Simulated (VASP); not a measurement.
In2Au, 3 atoms in the cell. Symmetry: I4mm, No. 107, tetragonal system. Conventional cell: a = 4.598 Å, b = 4.598 Å, c = 6.502 Å, α = 90.00°, β = 90.00°, γ = 90.00°. In (site symmetry 2mm) has 4 Au at 2.76 to 2.87 Å as nearest neighbours. Au (site symmetry 4mm) has 8 In at 2.76 to 2.87 Å as nearest neighbours. 

```yaml
Program: VASP 6.6.1
Task: single point
Functional: PBEsol
Potentials_or_basis: VASP PAW PBE potentials, release 64 (In_d, Au)
Cutoff: 520 eV
k_mesh: 6 × 6 × 6
Occupations: fermi-dirac, width 0.1 eV
Spin: no spin polarisation
Dipole_correction: no
Further_INCAR_settings: ALGO = Normal; EDIFF = 1e-06; NBANDS = 26
```

Potentials or basis: VASP PAW PBE potentials, release 64 (In_d, Au).

Command:

```console
$ cat potpaw_PBE.64/In_d/POTCAR potpaw_PBE.64/Au/POTCAR > POTCAR
$ mpirun -np 1 vasp_std > vasp.out
```

Hardware: 1 thread of Intel(R) Xeon(R) Platinum 8259CL CPU @ 2.50GHz (Skylake/Cascade Lake), with other jobs on the host.

Question: How long does it take, and how much memory?

Answer: It took 48 s on 1 thread of Intel(R) Xeon(R) Platinum 8259CL CPU @ 2.50GHz (Skylake/Cascade Lake), with other jobs on the host, peak memory 0.23 GiB. Counts: scf iterations 13, k points 30.
